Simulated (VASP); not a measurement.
Energy against volume of Na₂S (antifluorite). Level of theory: r2SCAN meta-GGA, VASP's PBE PAW potentials (set 64) (plane waves; VASP). Numerical set-up: 520 eV cut-off, 6×6×6 Γ-centred mesh, Gaussian smearing of 0.050 eV, potentials Na_pv S.

| V (Å³/atom) | E (eV/atom) |
|---|---|
| 21.618 | -6.31441 |
| 22.308 | -6.32045 |
| 22.998 | -6.32204 |
| 23.688 | -6.31940 |

Fit these four points and predict the energy of the run at 24.378 Å³/atom.

A cubic in V^(−2/3), the third-order Birch-Murnaghan form, passes through the four points with V0 = 22.91 Å³/atom and B0 = 33 GPa, and gives -6.3128 eV/atom there. The run gave -6.3132 eV/atom, -0.4 meV/atom from the fit; all five points give B0 = 32 GPa.

The compound is Na2S in the antifluorite structure. It was relaxed first.
